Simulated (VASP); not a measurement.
A run of VASP 6.6.1 is set up as follows.

The input INCAR:

```
SYSTEM = Ga8SbAs7
PREC = Accurate
ENCUT = 520
EDIFF = 1E-6
ISMEAR = 0
SIGMA = 0.03
LREAL = .False.
LASPH = .True.
NELM = 80
ALGO = Fast
ISIF = 2
LWAVE = .False.
LCHARG = .False.
LNONCOLLINEAR = .True.
MAGMOM = 0 0 0 0 0 0 0 0 0 0 0 0 0 0 0 0 0 0 0 0 0 0 0 0 0 0 0 0 0 0 0 0 0 0 0 0 0 0 0 0 0 0 0 0 0 0 0 0
LORBIT = 11
LSORBIT = .True.
GGA_COMPAT = .False.
GGA = PS
NBANDS = 172
KPAR = 4
```

The input KPOINTS:

```
regular mesh
0
Gamma
  4 4 4
  0 0 0
```

POSCAR

```
Ga8SbAs7                                
1.0
   -5.7226516095      5.7226516095     -0.0000000000
   -5.7226516095     -0.0000000000      5.7226516095
    0.0000000000      5.7226516095      5.7226516095
  Ga              Sb              As            
     8     1     7
Direct
     0.0045177385969397    0.0045177385969397    0.9864467842091739
     0.4997226215858377    0.0008321352424867    0.9997226215858378
     0.0008321352424867    0.4997226215858377    0.9997226215858378
     0.0045177385969397    0.0045177385969397    0.5045177385969397
     0.4997226215858377    0.4997226215858377    0.9997226215858378
     0.4864467842091739    0.0045177385969397    0.5045177385969397
     0.0045177385969397    0.4864467842091739    0.5045177385969397
     0.4997226215858377    0.4997226215858377    0.5008321352424867
     0.8750000000000000    0.8750000000000000    0.3750000000000000
     0.3749731362043461    0.8750268637956540    0.3750268637956539
     0.8750268637956540    0.3749731362043461    0.3750268637956539
     0.8750268637956540    0.8750268637956540    0.8749731362043460
     0.3749731362043461    0.3749731362043461    0.3750268637956539
     0.3749731362043461    0.8750268637956540    0.8749731362043460
     0.8750268637956540    0.3749731362043461    0.8749731362043460
     0.3750000000000000    0.3750000000000000    0.8750000000000000
```

File KPOINTS_OPT:

```
explicit points
6
Reciprocal
 0.0000000000  0.0000000000  0.0000000000 1
 0.3750000000  0.3750000000  0.7500000000 1
 0.5000000000  0.5000000000  0.5000000000 1
 0.6250000000  0.2500000000  0.6250000000 1
 0.5000000000  0.2500000000  0.7500000000 1
 0.5000000000  0.0000000000  0.5000000000 1
```

Potentials or basis: VASP PAW PBE potentials, release 64 (Ga_d, Sb, As).

Run with:

```sh
$ cat potpaw_PBE.64/Ga_d/POTCAR potpaw_PBE.64/Sb/POTCAR potpaw_PBE.64/As/POTCAR > POTCAR
$ mpirun -np 4 vasp_ncl > vasp.out
```

(1) Predict the pressure.

(2) Estimate the largest force.

Results:

(1) 0.1 GPa.

(2) 0.020 eV/Å.

Caveat: the PAW data sets were made with another functional, which shifts forces and pressure a little.
